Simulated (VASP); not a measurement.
An input for Ansatz (written as the equivalent of a VASP run, and not itself run):

Ansatz 0.2 input:
```yaml
crystal:
  lattice:
    - [4.1866557, 2.0890034, 2.0890034]
    - [2.0890034, 4.1866557, 2.0890034]
    - [2.0890034, 2.0890034, 4.1866557]
  atoms:
    - { symbol: Ni, position: [0.0000000, 0.0000000, 0.0000000], spin: 1.4 }
    - { symbol: Ni, position: [0.5000000, 0.5000000, 0.5000000], spin: -1.4 }
    - { symbol: O, position: [0.2500000, 0.2500000, 0.2500000] }
    - { symbol: O, position: [0.7500000, 0.7500000, 0.7500000] }
kpoints:
  mp_grid: { grid: [8, 8, 8] }
hamiltonian:
  xc: pbe
  pseudopotentials: { kind: paw }
magnetization: { spin_polarized: true }
scf:
  occupations: { method: gaussian, width: 0.05 }
  max_iter: 100
relax:
  max_steps: 40
  f_tol: 0.01
  cell: { p_target: 5 }
output: { forces: true, stress: true, eigenvalues: true }
```

Translate this input to VASP (INCAR, KPOINTS, POSCAR, choice of POTCAR).

This is not unique; one that fits is 
### KPOINTS
```
kpoints
0
gamma
8 8 8
```

File POSCAR:
```
NiO
1.0
  4.1866556908   2.0890034039   2.0890034039
  2.0890034039   4.1866556908   2.0890034039
  2.0890034039   2.0890034039   4.1866556908
Ni O
2 2
Cartesian
  0.0000000000   0.0000000000   0.0000000000
  4.1823312493   4.1823312493   4.1823312493
  2.0911656246   2.0911656246   2.0911656247
  6.2734968740   6.2734968740   6.2734968740
```

INCAR:
```
SYSTEM = NiO
PREC = Accurate
ENCUT = 600
EDIFF = 1E-7
NELM = 100
ALGO = Normal
LREAL = .FALSE.
LASPH = .TRUE.
ISMEAR = 0
SIGMA = 0.05
GGA = PE
LMAXMIX = 4
ISPIN = 2
MAGMOM = 1.4 -1.4 0.0 0.0
LORBIT = 10
LWAVE = .FALSE.
LCHARG = .FALSE.
ISIF = 3
IBRION = 2
NSW = 40
EDIFFG = -0.01
PSTRESS = 50
```

POTCAR, in this order: Ni O (PBE.64 set). Program: vasp_std.

Limits of the translation: each code has its own PAW files, so the cut-off isn't converted (ENCUT is set for VASP's; basis.ecutwfc is left out, and Ansatz then takes the one that its files recommend); Ansatz stops its SCF on the density residual and VASP on the energy change (EDIFF).

The compound is NiO in the rock salt, AFM-II order structure. This run relaxes it under an external pressure of 5 GPa. Symmetry was kept, so distortions that lower it aren't found.
